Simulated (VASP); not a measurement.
Output of a VASP run:

File OSZICAR:
```
       N       E                     dE             d eps       ncg     rms          rms(c)
DAV:   1     0.390630854379E+02    0.39063E+02   -0.57373E+03  1136   0.134E+03
DAV:   2    -0.115530884084E+02   -0.50616E+02   -0.48325E+02  1124   0.205E+02
DAV:   3    -0.128124534580E+02   -0.12594E+01   -0.12471E+01  1342   0.422E+01
DAV:   4    -0.128328747423E+02   -0.20421E-01   -0.20409E-01  1262   0.474E+00
DAV:   5    -0.128334933001E+02   -0.61856E-03   -0.61854E-03  1300   0.868E-01    0.124E+01
DAV:   6    -0.148773751112E+02   -0.20439E+01   -0.63702E+01  1260   0.137E+02    0.163E+01
DAV:   7    -0.112896920512E+02    0.35877E+01   -0.17793E+01  1238   0.814E+01    0.124E+00
DAV:   8    -0.112764634874E+02    0.13229E-01   -0.49587E-01  1390   0.908E+00    0.102E+00
DAV:   9    -0.112615845558E+02    0.14879E-01   -0.57218E-02  1308   0.382E+00    0.210E-01
DAV:  10    -0.112610841249E+02    0.50043E-03   -0.20822E-03  1280   0.730E-01    0.714E-02
DAV:  11    -0.112610808731E+02    0.32518E-05   -0.63208E-05  1270   0.773E-02    0.303E-02
DAV:  12    -0.112610797300E+02    0.11432E-05   -0.43098E-06  1142   0.378E-02    0.563E-03
DAV:  13    -0.112610792775E+02    0.45249E-06   -0.44900E-07   578   0.864E-03
   1 F= -.11261079E+02 E0= -.11260889E+02  d E =-.112611E+02
       N       E                     dE             d eps       ncg     rms          rms(c)
DAV:   1    -0.119312617775E+02   -0.67018E+00   -0.81850E+00  1220   0.531E+01    0.769E+00
DAV:   2    -0.126695902467E+02   -0.73833E+00   -0.24583E+01  1260   0.861E+01    0.939E+00
DAV:   3    -0.112708441907E+02    0.13987E+01   -0.81390E+00  1242   0.537E+01    0.800E-01
DAV:   4    -0.112699680661E+02    0.87612E-03   -0.10018E-01  1224   0.347E+00    0.727E-01
DAV:   5    -0.112649525653E+02    0.50155E-02   -0.18299E-02  1414   0.198E+00    0.170E-01
DAV:   6    -0.112648469918E+02    0.10557E-03   -0.87206E-04  1242   0.482E-01    0.528E-02
DAV:   7    -0.112648397768E+02    0.72150E-05   -0.35173E-05  1604   0.830E-02    0.198E-02
DAV:   8    -0.112648374571E+02    0.23197E-05   -0.78291E-06  1078   0.456E-02    0.355E-03
DAV:   9    -0.112648373373E+02    0.11982E-06   -0.45428E-07   590   0.817E-03
   2 F= -.11264837E+02 E0= -.11264567E+02  d E =-.375806E-02
       N       E                     dE             d eps       ncg     rms          rms(c)
DAV:   1    -0.113850544354E+02   -0.12022E+00   -0.15081E+00  1202   0.237E+01    0.305E+00
DAV:   2    -0.114957354394E+02   -0.11068E+00   -0.39327E+00  1244   0.344E+01    0.396E+00
DAV:   3    -0.112745210253E+02    0.22121E+00   -0.16286E+00  1262   0.220E+01    0.590E-01
DAV:   4    -0.112705458307E+02    0.39752E-02   -0.15375E-02  1302   0.191E+00    0.902E-02
DAV:   5    -0.112704452673E+02    0.10056E-03   -0.34789E-04  1222   0.190E-01    0.364E-02
DAV:   6    -0.112704494671E+02   -0.41998E-05   -0.15268E-05  1236   0.561E-02    0.176E-02
DAV:   7    -0.112704512183E+02   -0.17512E-05   -0.47042E-06   610   0.271E-02    0.534E-03
DAV:   8    -0.112704512399E+02   -0.21575E-07   -0.16269E-06   564   0.255E-02
   3 F= -.11270451E+02 E0= -.11270219E+02  d E =-.937196E-02
```

**OUTCAR**
```
------------------------ aborting loop because EDIFF is reached ----------------------------------------
  FORCE on cell =-STRESS in cart. coord.  units (eV):
  Direction    XX          YY          ZZ          XY          YZ          ZX
  --------------------------------------------------------------------------------------
  Total        0.0042983      0.0042983      0.0042983     -0.0000000     -0.0000000      0.0000000
  in kB        0.2932888      0.2932888      0.2932888     -0.0000000     -0.0000000      0.0000000
  external PRESSURE =       0.2932888 kB  Pullay stress =       0.0000000 kB
  volume of cell :       23.48
      direct lattice vectors                 reciprocal lattice vectors
     2.863548913  0.000000000 -0.000000000     0.349217014 -0.000000000 -0.000000000
     0.000000000  2.863548913 -0.000000000    -0.000000000  0.349217014 -0.000000000
     0.000000000  0.000000000  2.863548913     0.000000000  0.000000000  0.349217014
 POSITION                                       TOTAL-FORCE (eV/Angst)
 -----------------------------------------------------------------------------------
      1.43177      1.43177      1.43177         0.000000     -0.000000      0.000000
      0.00000      0.00000      0.00000        -0.000000      0.000000      0.000000
 -----------------------------------------------------------------------------------
    total drift:                                0.000000      0.000000      0.000000
  FREE ENERGIE OF THE ION-ELECTRON SYSTEM (eV)
  ---------------------------------------------------
  free  energy   TOTEN  =       -11.2704512399 eV

  energy  without entropy=      -11.2697541053  energy(sigma->0) =      -11.27021886

 reached required accuracy - stopping structural energy minimisation
```
(Selected blocks of OUTCAR.)

### POSCAR
```
NiAl
1
    2.8900000000     0.0000000000     0.0000000000
    0.0000000000     2.8900000000     0.0000000000
    0.0000000000     0.0000000000     2.8900000000
Al Ni
1 1
Direct
  0.5000000000   0.5000000000   0.5000000000
  0.0000000000   0.0000000000   0.0000000000
```

Question: Write an INCAR and KPOINTS that could have produced this output.

Answer: This is not unique; one that fits is the input of the run itself, AM05 GGA, plane waves, VASP's PBE PAW potentials (set 64).

### INCAR
```
ALGO=Normal
EDIFF=1E-6
EDIFFG=-0.01
ENCUT=520
GGA=AM
IBRION=2
ISIF=3
ISMEAR=1
LASPH=.TRUE.
LCHARG=.FALSE.
LMAXMIX=4
LREAL=.FALSE.
LWAVE=.FALSE.
NELM=100
NSW=60
PREC=Accurate
SIGMA=0.1
SYSTEM=NiAl
```

**KPOINTS**
```
kpoints
0
Gamma
 11 11 11
```

POTCAR, in this order: Al Ni (PBE.64 set). Program: vasp_std.

Energy and stress use the plane-wave basis of the starting cell.

The compound is NiAl in the CsCl type structure. This run relaxes it. Symmetry was kept, so distortions that lower it aren't found. The run is not spin-polarised, so no magnetic state was tried. The electron count is odd and the run is not spin-polarised, which forces a metal.
